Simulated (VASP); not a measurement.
## YGe₂ (relaxed from the MoSi2 structure, space group I4/mmm): computed properties

Method: PBEsol GGA, VASP's PBE PAW potentials (set 64) (plane waves; VASP).

```yaml
space_group: I4/mmm (139)
cell: a = 3.5053 Å, b = 3.5053 Å, c = 9.8854 Å, α = 90.00°, β = 90.00°, γ = 90.00°
volume_per_atom: 20.24 Å³/atom
band gap (over mesh and band path): none (metal, semimetal or under 0.01 eV)
density: 6.40 g/cm³
```

```
CELL_PARAMETERS angstrom
     -1.75263     1.75263     4.94268
      1.75263    -1.75263     4.94268
      1.75263     1.75263    -4.94268
ATOMIC_POSITIONS crystal
  Y  0.00000 0.00000 0.00000
  Ge 0.30444 0.30444 0.00000
  Ge 0.69556 0.69556 0.00000
```

The structure was generated: YGe2 was put into the MoSi2 type (I4/mmm), which need not be its known phase. It was relaxed first. Symmetry was kept, so distortions that lower it aren't found. The electron count is odd and the run is not spin-polarised, which forces a metal.
